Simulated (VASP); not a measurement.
```
CdO
1.0
    0.00000     2.41067     2.41067
    2.41067     0.00000     2.41067
    2.41067     2.41067     0.00000
Cd O
1 1
Direct
  0.00000   0.00000   0.00000
  0.50000   0.50000   0.50000
```

Computed with revPBE GGA, VASP's PBE PAW potentials (set 64) (plane waves; VASP). Numerical set-up: 520 eV cut-off, 13×13×13 Γ-centred mesh, first-order Methfessel-Paxton smearing of 0.10 eV, potentials Cd O.

Q: What does the run give for the energy per atom (σ→0), band gap (on the k-mesh) with the smallest direct gap where there is one?

A: 
```
Item                                                         Value
------------------------  ----------------------------------------
band gap (on the k-mesh)  none (metal, semimetal or under 0.01 eV)
energy per atom (σ→0)                               -3.525 eV/atom
```

Total energies compare only between runs with the same potentials, cut-off and functional.

The compound is CdO in the rock salt structure. It was relaxed first, which changed the volume by +8 %.
